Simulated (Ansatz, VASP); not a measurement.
# GaBPN in VASP and in Ansatz

INCAR

```
SYSTEM = GaBPN
PREC = Accurate
ENCUT = 600
EDIFF = 1E-7
ISMEAR = 0
SIGMA = 0.1
LREAL = .FALSE.
LASPH = .TRUE.
NELM = 80
ALGO = Normal
ISIF = 3
LWAVE = .FALSE.
LCHARG = .FALSE.
GGA = PE
IBRION = 2
NSW = 90
EDIFFG = -0.04
```

Contents of KPOINTS:

```
regular mesh
0
G
  6 6 4
  0 0 0
```

File POSCAR:

```
GaBPN
1.0
    3.4101116200      0.0000000000      0.0000000000
    0.0000000000      3.4101116200      0.0000000000
    0.0000000000      0.0000000000      5.1555894700
Ga B P N
1 1 1 1
Direct
    0.5000000000      0.5000000000      0.5000000000
    0.0000000000      0.0000000000      0.5000000000
    0.5000000000      0.5000000000      0.0000000000
    0.0000000000      0.0000000000      0.0000000000
```

Input for Ansatz:

```yaml
crystal:
  lattice:
    - [3.41011162, 0.0, 0.0]
    - [0.0, 3.41011162, 0.0]
    - [0.0, 0.0, 5.15558947]
  atoms:
    - { symbol: Ga, position: [0.5, 0.5, 0.5] }
    - { symbol: B, position: [0.0, 0.0, 0.5] }
    - { symbol: P, position: [0.5, 0.5, 0.0] }
    - { symbol: "N", position: [0.0, 0.0, 0.0] }
basis:
  ecutwfc: 420
kpoints:
  mp_grid: { grid: [6, 6, 4] }
hamiltonian:
  xc: pbe
scf:
  occupations: { method: gaussian, width: 0.1 }
  lower_state_search: "off"
output:
  forces: true
  stress: true
  eigenvalues: true
relax:
  adjacent_minimum: "off"
  f_tol: 0.04
  max_steps: 70
  cell: { stress_tol: 0.4 }
```

Change from the starting cell: species swapped into the KNaICl type (P4/mmm, No. 123).

Alike in both runs: task relaxation of cell and atoms; functional PBE; k mesh 6 × 6 × 4; occupations gaussian, width 0.1 eV; no spin polarisation.

|  | VASP | Ansatz |
| --- | --- | --- |
| version | VASP 6.6.1 | Ansatz 0.2.0 |
| potentials or method | VASP PAW PBE potentials, release 64 (Ga_d, B, P, N) | scalar-relativistic, plane waves, PAW |
| plane-wave cutoff (eV) | 600 | 420 |
| valence electrons in the cell | 26 | 26 |

|  | VASP | Ansatz | Ansatz less VASP |
| --- | --- | --- | --- |
| gap on the k mesh at the Fermi level, each at its own relaxed structure (eV) | none | none | - |
| relaxed volume (Å³/atom) | 11.27 | 11.31 | +0.047 |
| relaxed cell length with the largest relative difference (Å) | 3.044 | 3.048 | +0.0043 |
| energy change over the relaxation (meV/atom) | -344 | -343 | +1.4 |

A gap of «none» marks a metal or a gap that the smearing closes.

Caveats: the volume moved by over 15 % at a fixed basis, so the end points are rough (VASP).
